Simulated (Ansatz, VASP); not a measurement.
## Cross-check of H2CClF between VASP and Ansatz

Aim: how closely do two programs agree when they are given the same cell, functional and k mesh? The cell is taken from a series of runs on this material, whose earlier steps may have relaxed, scaled, displaced or heated it; both programs get it as it stands.

Program: Ansatz 0.2.0. Level of theory: plane waves, with VASP 6.6.1 beside it; PBE. Results are calculated unless marked as measured.

**1. The starting structure**

Symmetry: P2_1, No. 4, monoclinic system. The conventional cell has a = 5.021 Å, b = 4.148 Å, c = 6.768 Å, α = 90.00°, β = 108.21°, γ = 90.00°. Nearest to Cl lie 1 C at 1.79 Å. F has 1 C at 1.37 Å nearest. C has 2 H at 1.08 to 1.10 Å and 1 F at 1.37 Å and 1 Cl at 1.79 Å nearest. H has 1 C at 1.08 Å nearest. H has 1 C at 1.10 Å nearest. Farther neighbours and most contacts between anions are not listed.

Coordinates:

```xyz
10
Lattice="5.0206 0.0000 0.0000 0.0000 4.1477 0.0000 -2.1143 0.0000 6.4288" Properties=species:S:1:pos:R:3 pbc="T T T"
Cl    2.8273    2.0992    4.0752
Cl    0.0789    0.0253    2.3536
F     1.6165    1.8976    6.3388
F     1.2898    3.9714    0.0900
C     1.5512    2.6537    5.1971
C     1.3551    0.5798    1.2318
H     0.5948    2.5135    4.7252
H     2.3115    0.4397    1.7036
H     1.7574    3.6960    5.4645
H     1.1489    1.6222    0.9643
```

**2. VASP: single point, PBE**

A single point takes one fixed geometry, so differences don't come from the geometry; what else differs is listed under the comparison.

Lines of VASP's logs that name or quote its potential files are left out, and so is its time.

File INCAR:

```
SYSTEM = H2CClF
PREC = Accurate
ENCUT = 600
EDIFF = 1E-06
NELM = 120
ISMEAR = -1
SIGMA = 0.05
LREAL = .FALSE.
ALGO = Normal
GGA = PE
NBANDS = 30
LORBIT = 11
LWAVE = .FALSE.
LCHARG = .FALSE.
ISIF = 2
LASPH = .TRUE.
GGA_COMPAT = .FALSE.
EFERMI = MIDGAP
KPAR = 2
```

File POSCAR:

```
H2CClF
1.0
    5.0206000000      0.0000000000      0.0000000000
    0.0000000000      4.1477000000      0.0000000000
   -2.1143188253      0.0000000000      6.4288463713
Cl F C H
2 2 2 4
Direct
    0.8301000000      0.5061000000      0.6339000000
    0.1699000000      0.0061000000      0.3661000000
    0.7372000000      0.4575000000      0.9860000000
    0.2628000000      0.9575000000      0.0140000000
    0.6494000000      0.6398000000      0.8084000000
    0.3506000000      0.1398000000      0.1916000000
    0.4280000000      0.6060000000      0.7350000000
    0.5720000000      0.1060000000      0.2650000000
    0.7080000000      0.8911000000      0.8500000000
    0.2920000000      0.3911000000      0.1500000000
```

File KPOINTS:

```
Automatic mesh
0
Gamma
5 6 4
0 0 0
```

PAW data sets: Cl, F, C and H (PBE family, release 64).

Command:

```
$ mpirun -np 2 vasp_std
```

Numbers of over 12 decimals in the logs are rounded to 6 here.

The program printed:

```text
[banner, memory and clock lines left out]
running    2 mpi-ranks, on    1 nodes
 distrk:  each k-point on    1 cores,    2 groups
 distr:  one band on    1 cores,    1 groups

 POSCAR found type information on POSCAR ClF C H
 POSCAR found :  4 types and      10 ions
 LDA part: xc-table for (Slater+PW92), standard interpolation
 POSCAR, INCAR and KPOINTS ok, starting setup
 FFT: planning ... GRIDC
 FFT: planning ... GRID_SOFT
 FFT: planning ... GRID
 WAVECAR not read
 entering main loop
       N       E                     dE             d eps       ncg     rms          rms(c)
DAV:   1     0.259119748621E+03    0.25912E+03   -0.20993E+04  2640   0.132E+03
DAV:   2    -0.266532966365E+02   -0.28577E+03   -0.27796E+03  3342   0.269E+02
DAV:   3    -0.473542576143E+02   -0.20701E+02   -0.20599E+02  3510   0.787E+01
DAV:   4    -0.475820657596E+02   -0.22781E+00   -0.22757E+00  3412   0.941E+00
DAV:   5    -0.475854343380E+02   -0.33686E-02   -0.33682E-02  3404   0.109E+00    0.162E+01
DAV:   6    -0.457128144352E+02    0.18726E+01   -0.22700E+00  3364   0.110E+01    0.808E+00
DAV:   7    -0.453000277171E+02    0.41279E+00   -0.90371E-01  3472   0.618E+00    0.327E+00
DAV:   8    -0.452874240322E+02    0.12604E-01   -0.15163E-01  3232   0.265E+00    0.124E+00
DAV:   9    -0.452875291568E+02   -0.10512E-03   -0.10284E-02  3228   0.815E-01    0.230E-01
DAV:  10    -0.452880370289E+02   -0.50787E-03   -0.23356E-03  3394   0.312E-01    0.703E-02
DAV:  11    -0.452880551867E+02   -0.18158E-04   -0.31999E-04  3268   0.138E-01    0.379E-02
DAV:  12    -0.452880532327E+02    0.19540E-05   -0.62265E-05  3288   0.649E-02    0.158E-02
DAV:  13    -0.452880740647E+02   -0.20832E-04   -0.24370E-05  2892   0.327E-02    0.467E-03
DAV:  14    -0.452880746243E+02   -0.55968E-06   -0.59289E-07  2816   0.494E-03
   1 F= -.45288075E+02 E0= -.45288075E+02  d E =0.000000E+00
```

Parts of OUTCAR (step 2):

```text
ion  position               nearest neighbor table
   1  0.830  0.506  0.634-   5 1.79
   2  0.170  0.006  0.366-   6 1.79
   3  0.737  0.458  0.986-   5 1.37
   4  0.263  0.958  0.014-   6 1.37
   5  0.649  0.640  0.808-   7 1.08   9 1.10   3 1.37   1 1.79
   6  0.351  0.140  0.192-   8 1.08  10 1.10   4 1.37   2 1.79
   7  0.428  0.606  0.735-   5 1.08
   8  0.572  0.106  0.265-   6 1.08
   9  0.708  0.891  0.850-   5 1.10
  10  0.292  0.391  0.150-   6 1.10

  LATTYP: Found a simple monoclinic cell.
 ALAT       =     5.0206000000
 B/A-ratio  =     0.8261363184
 C/A-ratio  =     1.3479663785
 COS(beta)  =    -0.3124178180

 Subroutine GETGRP returns: Found  2 space group operations
 (whereof  1 operations were pure point group operations)

The static configuration has the point symmetry C_1 .
 The point group associated with its full space group is C_2 .

 Found     44 irreducible k-points:

   k-points           NKPTS =     44   k-points in BZ     NKDIM =     44   number of bands    NBANDS=     30

   dimension x,y,z NGX =    40 NGY =   36 NGZ =   54
   dimension x,y,z NGXF=    80 NGYF=   72 NGZF=  108

   ENCUT  =  600.0 eV  44.10 Ry    6.64 a.u.  10.03  8.28 13.52*2*pi/ulx,y,z

   NELECT =      40.0000    total number of electrons

 k-points in reciprocal lattice and weights: Automatic mesh
   0.00000000  0.00000000  0.00000000       0.008
   0.20000000  0.00000000 -0.00000000       0.017
   0.40000000  0.00000000 -0.00000000       0.017
   0.00000000  0.16666667  0.00000000       0.017
   0.20000000  0.16666667 -0.00000000       0.033
   0.40000000  0.16666667 -0.00000000       0.033
   0.00000000  0.33333333  0.00000000       0.017
   0.20000000  0.33333333 -0.00000000       0.033
   0.40000000  0.33333333 -0.00000000       0.033
[...]
0.20000000  0.50000000  0.50000000       0.017
   0.40000000  0.50000000  0.50000000       0.017

 average (electrostatic) potential at core
       1 -95.7431       2 -95.7431       3 -80.8011       4 -80.8011       5 -56.4092
       6 -56.4092       7 -37.7369       8 -37.7369       9 -37.5020      10 -37.5020

 E-fermi :   1.1584

 k-point     1 :       0.0000    0.0000    0.0000
  band No.  band energies     occupation
    ...
     16      -3.7951      2.00000
     17      -2.6345      2.00000
     18      -2.5402      2.00000
     19      -2.5296      2.00000
     20      -2.0923      2.00000
     21       4.5076      0.00000
     22       4.8494      0.00000
     23       5.2649      0.00000
     24       6.5109      0.00000
     25       6.6049      0.00000
    ...

 k-point     2 :       0.2000    0.0000   -0.0000
  band No.  band energies     occupation
    ...
     16      -3.7446      2.00000
     17      -2.5739      2.00000
     18      -2.5055      2.00000
     19      -2.3356      2.00000
     20      -2.0619      2.00000
     21       4.4017      0.00000
     22       4.7098      0.00000
     23       5.6016      0.00000
     24       6.1518      0.00000
     25       6.7252      0.00000
    ...

 k-point     3 :       0.4000    0.0000   -0.0000
  band No.  band energies     occupation
    ...
     16      -3.6696      2.00000
     17      -2.5349      2.00000
     18      -2.4121      2.00000
     19      -2.0937      2.00000
     20      -1.9251      2.00000
     21       4.2089      0.00000
     22       4.8812      0.00000
     23       5.3685      0.00000
     24       6.2263      0.00000
     25       6.8728      0.00000
    ...

  Total        1.5827315      1.4008237      2.5701712      0.0000000      0.0000000      0.5822290
  in kB       18.9418254     16.7647882     30.7593123      0.0000000      0.0000000      6.9680045
  external PRESSURE =      22.1553087 kB  Pullay stress =       0.0000000 kB

  energy-cutoff  :      600.00
  volume of cell :      133.87
      direct lattice vectors                 reciprocal lattice vectors
     5.020600000  0.000000000  0.000000000     0.199179381  0.000000000  0.065506110
     0.000000000  4.147700000  0.000000000     0.000000000  0.241097476  0.000000000
    -2.114318825  0.000000000  6.428846371     0.000000000  0.000000000  0.155548903

 POSITION                                       TOTAL-FORCE (eV/Angst)
 -----------------------------------------------------------------------------------
      2.82733      2.09915      4.07525        -0.094963      0.080555     -0.022782
      0.07895      0.02530      2.35360         0.094963      0.080555      0.022782
      1.61647      1.89757      6.33884        -0.062917     -0.438704      0.620175
      1.28981      3.97142      0.09000         0.062917     -0.438704     -0.620175
      1.55116      2.65370      5.19708         0.689115      0.534536     -0.195898
      1.35512      0.57985      1.23177        -0.689115      0.534536      0.195898
      0.59479      2.51351      4.72520        -0.514621     -0.121347     -0.312855
      2.31149      0.43966      1.70364         0.514621     -0.121347      0.312855
      1.75741      3.69602      5.46452         0.017500     -0.055040     -0.133285
      1.14887      1.62217      0.96433        -0.017500     -0.055040      0.133285
 -----------------------------------------------------------------------------------
    total drift:                               -0.000000      0.000280      0.000001

  FREE ENERGIE OF THE ION-ELECTRON SYSTEM (eV)
  ---------------------------------------------------
  free  energy   TOTEN  =       -45.2880746243 eV

  energy  without entropy=      -45.2880746243  energy(sigma->0) =      -45.28807462

 total charge
# of ion       s       p       d       tot
------------------------------------------
    1        1.605   3.519   0.000   5.123
    2        1.605   3.519   0.000   5.123
    3        1.743   4.375   0.000   6.118
    4        1.743   4.375   0.000   6.118
    5        0.839   1.631   0.000   2.470
    6        0.839   1.631   0.000   2.470
    7        0.662   0.053   0.000   0.715
    8        0.662   0.053   0.000   0.715
    9        0.646   0.048   0.000   0.694
   10        0.646   0.048   0.000   0.694
--------------------------------------------------
tot         10.989  19.252   0.000  30.241

[... 3 further parts left out ...]
```

The run ends at a pressure of 2.22 GPa, with forces up to 0.89 eV/Å.

**3. Ansatz: single point, PBE**

Ansatz runs on its default PAW (the set named soft_2) files.

The same cell, functional, mesh and smearing now go to Ansatz, which takes its cutoff from its data sets.

File input.yaml:

```yaml
crystal:
  lattice:
    - [5.0206, 0.0, 0.0]
    - [0.0, 4.1477, 0.0]
    - [-2.1143188253, 0.0, 6.4288463713]
  atoms:
    - { symbol: Cl, position: [0.8301, 0.5061, 0.6339] }
    - { symbol: Cl, position: [0.1699, 0.0061, 0.3661] }
    - { symbol: F, position: [0.7372, 0.4575, 0.986] }
    - { symbol: F, position: [0.2628, 0.9575, 0.014] }
    - { symbol: C, position: [0.6494, 0.6398, 0.8084] }
    - { symbol: C, position: [0.3506, 0.1398, 0.1916] }
    - { symbol: H, position: [0.428, 0.606, 0.735] }
    - { symbol: H, position: [0.572, 0.106, 0.265] }
    - { symbol: H, position: [0.708, 0.8911, 0.85] }
    - { symbol: H, position: [0.292, 0.3911, 0.15] }
kpoints:
  mp_grid: { grid: [5, 6, 4] }
  band_path:
    path:
      - [[0.0, 0.0, 0.0], [0.0, 0.0, 0.5], [-0.4256618, 0.0, 0.67925841], [-0.5, 0.0, 0.5], [-0.5, 0.5, 0.5], [-0.5743382, 0.5, 0.32074159], [-0.5, 0.5, 0.0], [-0.5, 0.0, 0.0], [-0.5743382, 0.0, 0.32074159]]
      - [[-0.4256618, 0.5, 0.67925841], [0.0, 0.5, 0.5], [0.0, 0.5, 0.0]]
      - [[0.0, 0.0, 0.5], [0.0, 0.5, 0.5]]
    npoints: 5
scf:
  occupations: { method: fermi_dirac, width: 0.05 }
  n_extra_bands: 14
hamiltonian:
  xc: pbe
  pseudopotentials: { kind: paw }
output:
  forces: true
  stress: true
  populations: true
  write_bands: true
```

Command:

```
$ ansatz run input.yaml --threads 4 --pin off --max-ram 8192MiB --backend cpu --events-out ev --progress --plain --runs-dir out
```

The program printed:

```text
scf.n_extra_bands = 14 over 20 filled bands (N_el = 40.0): the run solves 34 bands
Engine: ansatz 0.2.0, aarch64-unknown-linux-gnu
Pseudopotentials: kind: paw
Pseudopotential: Cl, paw, valence charge 7, recommended cutoff 420 eV (normal), Cl.paw.azcp
Pseudopotential: F, paw, valence charge 7, recommended cutoff 420 eV (normal), F.paw.azcp
Pseudopotential: C, paw, valence charge 4, recommended cutoff 420 eV (normal), C.paw.azcp
Pseudopotential: H, paw, valence charge 1, recommended cutoff 420 eV (normal), H.paw.azcp
Functional definition: PBE
  parameter kappa = 0.804
  parameter beta = 0.066725
  exchange = pbe_x(kappa = kappa, mu = beta*pi^2/3)
  correlation = pbe_c(beta = beta)
Crystal: 10 atoms, lattice volume = 133.874 Å³
Basis set: ecut = 420 eV, 2603 PW (Γ), exchange–correlation on 72×60×96 points (8 copies of the dense FFT grid, shifted against one another)
Bands: 34, of which v1, the nominal top of the filled ones, is band 20 counted from 1 (19 counted from 0)
Symmetry: 2 space group operations
Space group: P21 (ITA 4), of the structure as read, at distance tolerance 5.1e-5 Å
k-points: 44 of 120 (time reversal used)
Non-local potential: Cl, projectors of the file, l = 0: 2, l = 1: 2, l = 2: 2
Non-local potential: F, projectors of the file, l = 0: 2, l = 1: 2, l = 2: 1
Non-local potential: C, projectors of the file, l = 0: 2, l = 1: 2, l = 2: 1
Non-local potential: H, projectors of the file, l = 0: 2, l = 1: 1
PAW form: soft (Blöchl's): semilocal exchange-correlation on the pseudo side does not see the compensation charge
PAW one-centre angular grid: Cl, 110 points (default); XC on 64 Gauss nodes
PAW one-centre angular grid: F, 110 points (default); XC on 64 Gauss nodes
PAW one-centre angular grid: C, 110 points (default); XC on 64 Gauss nodes
PAW one-centre angular grid: H, 110 points (default); XC on 64 Gauss nodes
Initial density: superposition of atomic densities (neutral atoms: chi_scale 0, normalization atom), corrected by the library's trained network
Initial wavefunctions: pseudopotential atomic-orbital guess
Functional: x = pbe(κ = 0.804, μ = 0.219515), c = pbe(β = 0.066725)
SCF iter   1: F=—  HF=-4341.585333 eV  |F-HF|=—  |Δ(HF+E_count)|=         —  Δρ=1.54e-3  dr2=8.99e-4  ethr=1.77e-3  ⟨swp⟩=6.3  Hψ=7372  notcnv=0  defer=61
preconditioner: auto → Resta (q_TF=auto, 2.231 Å⁻¹)  ε∞=2.6  [insulator: Δε(μ)=6.060 eV  Ē_g=15.145 eV  σ=0.050 eV  W_gap=1.00  n_scr=26 (ndim 8)  ℏωp=19.3 eV  f_vac=0.110  D(μ)=0.00/eV (n_scr^D=0)  ε∞_Penn≈2.6]
SCF iter   2: F=—  HF=-4341.586446 eV  |F-HF|=—  |Δ(HF+E_count)|=   1.11e-3  Δρ=8.39e-4  dr2=3.03e-4  ethr=2.25e-6  ⟨swp⟩=2.7  Hψ=2757  notcnv=0  defer=180
SCF iter   3: F=—  HF=-4341.587045 eV  |F-HF|=—  |Δ(HF+E_count)|=   5.99e-4  Δρ=3.22e-4  dr2=5.18e-5  ethr=7.58e-7  ⟨swp⟩=2.0  Hψ=1819  notcnv=0  defer=180
SCF iter   4: F=—  HF=-4341.587209 eV  |F-HF|=—  |Δ(HF+E_count)|=   1.64e-4  Δρ=6.19e-5  dr2=6.91e-6  ethr=1.30e-7  ⟨swp⟩=2.0  Hψ=1926  notcnv=0  defer=180
SCF iter   5: F=—  HF=-4341.587210 eV  |F-HF|=—  |Δ(HF+E_count)|=   4.20e-7  Δρ=3.61e-5  dr2=1.33e-6  ethr=1.73e-8  ⟨swp⟩=3.0  Hψ=1838  notcnv=0  defer=180
SCF iter   6: F=—  HF=-4341.587210 eV  |F-HF|=—  |Δ(HF+E_count)|=   4.53e-8  Δρ=1.30e-5  dr2=1.98e-7  ethr=3.33e-9  ⟨swp⟩=2.1  Hψ=1898  notcnv=0  defer=180
SCF iter   7: F=-4341.587210 eV  HF=-4341.587210 eV  |F-HF|=1.24e-9  |Δ(HF+E_count)|=   2.98e-8  Δρ=2.14e-6  dr2=5.78e-9  ethr=2.50e-10  ⟨swp⟩=10.8  Hψ=7633  notcnv=0
SCF 1 converged in 7 iterations: F = -4341.587210 eV  dr2 = 5.78e-9
  greatest PAW one-centre occupation: 0.932 electrons in one spin orbital (limit 2), on the F atom at site 3 (counted from 0), in its partial waves of l = 0
NSCF: frozen V_eff on 58 k-points
SCF converged after 7 iterations
Free energy (F): -4341.587210 eV
Harris-Foulkes:  -4341.587210 eV  (|F-HF|=1.24e-9)
Internal energy: -4341.587210 eV  (E = F + TS)
E sigma→0 (E₀):  -4341.587210 eV
Fermi energy:    2.397194 eV
--- Per-component energies (eV) ---
  E_band       = -303.731252
  E_kinetic    = 967.582453
  E_local      = -2772.064910  (includes V_loc(G=0)·N_el)
  E_nonlocal   = 264.784125
  E_hartree    = 993.561102
  E_xc         = -502.889864
  E_vxc        = -609.870918  (∫ρ·V_xc dr)
  E_paw        = -1919.778828  (= ΣΔE_a)
  E_vpaw       = -141.281473  (= ΣTr[D̂ρ^β])
  E_aug_tail   = -0.001370  (compensation charges beyond the density's cutoff)
  E_ewald      = -1372.779918
  E_smearing   = -0.000000  (= −TS)
  E_closure    = -0.000000  (closes the sum)
  Σ components = -4341.587210   (vs F -4341.587210, Δ=0.00e0)
--- Forces (eV/Å), atoms counted from 1 ---
  atom   1  Cl    -0.02319172     0.04838745    -0.08233837
  atom   2  Cl     0.02319172     0.04838745     0.08233837
  atom   3  F     -0.07730606    -0.23346073     0.30900496
  atom   4  F      0.07730606    -0.23346073    -0.30900496
  atom   5  C      0.62612308     0.37015043     0.17598458
  atom   6  C     -0.62612308     0.37015043    -0.17598458
  atom   7  H     -0.50748326    -0.12131798    -0.31249741
  atom   8  H      0.50748326    -0.12131798     0.31249741
  atom   9  H      0.01651820    -0.06375252    -0.13725765
  atom  10  H     -0.01651820    -0.06375252     0.13725765
  max |Σ_I F_I| component: 1.33e-5 eV/Å
--- Stress (GPa, compression-positive) ---
        2.310317      -0.000000       0.467196
       -0.000000       1.562411      -0.000000
        0.467195      -0.000000       2.628332
  P = ⅓ Tr σ = 2.1670 GPa (21.670 kbar)
--- Band table (eV; the first three rows and the last of 44) ---
  k-point 0: bands = [... 16 lower, -1.4206, -1.3266, -1.3142, -0.8768, 5.6768, 6.0162, 6.4683, 7.7162, ... 10 higher]
  k-point 1: bands = [... 16 lower, -1.4738, -1.3041, -1.2539, -0.8862, 5.7038, 5.9325, 6.5827, 7.4522, ... 10 higher]
  k-point 2: bands = [... 16 lower, -1.4929, -1.3029, -1.1991, -0.8994, 5.7765, 5.8138, 6.7561, 7.1648, ... 10 higher]
  k-point 43: bands = [... 16 lower, -1.4260, -1.4260, -0.6909, -0.6909, 5.9178, 5.9178, 7.1070, 7.1070, ... 10 higher]
--- Löwdin populations: 10 sites ---
  site symbol       q [e]
     0     Cl      7.0564
     1     Cl      7.0564
     2      F      7.2580
     3      F      7.2580
     4      C      3.9200
     5      C      3.9200
     6      H      0.7748
     7      H      0.7748
     8      H      0.7782
     9      H      0.7782
  spilling = 0.010633 (of n_electrons = 40.000000)
```

**4. Comparison**

Known differences besides the potentials themselves: the cutoff is 420 eV in Ansatz and 600 eV in VASP. Total energies have different zeros and are not compared.

Compared:

```tsv
quantity	Ansatz	VASP	difference
pressure (GPa)	2.17	2.22	-0.05
gap on the k mesh (eV)	6.060	6.101	-0.041
```

Forces (eV/Å; atoms numbered as in POSCAR):

```tsv
atom	Ansatz x, y, z	VASP x, y, z
Cl1	-0.023, 0.048, -0.082	-0.095, 0.081, -0.023
Cl2	0.023, 0.048, 0.082	0.095, 0.081, 0.023
F3	-0.077, -0.233, 0.309	-0.063, -0.439, 0.620
F4	0.077, -0.233, -0.309	0.063, -0.439, -0.620
C5	0.626, 0.370, 0.176	0.689, 0.535, -0.196
C6	-0.626, 0.370, -0.176	-0.689, 0.535, 0.196
H7	-0.507, -0.121, -0.312	-0.515, -0.121, -0.313
H8	0.507, -0.121, 0.312	0.515, -0.121, 0.313
H9	0.017, -0.064, -0.137	0.018, -0.055, -0.133
H10	-0.017, -0.064, 0.137	-0.018, -0.055, 0.133
```

The forces differ by 146 meV/Å r.m.s., which is 42.1 % of the r.m.s. force of 0.346 eV/Å (both taken over all components). A gap on the mesh is an upper bound, since the band edges may lie between its points.

**5. Outcome**

| Item | Value |
| --- | --- |
| r.m.s. force difference (single point, PBE) | 42 % of the r.m.s. force |
| difference in gap on the k mesh (single point, PBE) | -0.041 eV |

The r.m.s. force difference is 42 % of the r.m.s. force (single point, PBE), beyond the 3 % picked in this series as the mark of a large difference. What causes the difference of the single point, PBE pair stays open here. Such differences can come from data sets, numerical settings and the points named under the comparisons, not from the functional's error against experiment.

[Lines on the potential files, build, host, timing and source positions are cut from VASP's logs without a mark.]

[Logs are printed without paths, hosts, clocks, repeated set-up lines and the standing remarks that a program may print on its own settings, such as how far it seeks lower states.]

[Hosts, paths, dates, database ids (printed as entryN), source tags and the programs' standing remarks are cut or masked in the printed files.]
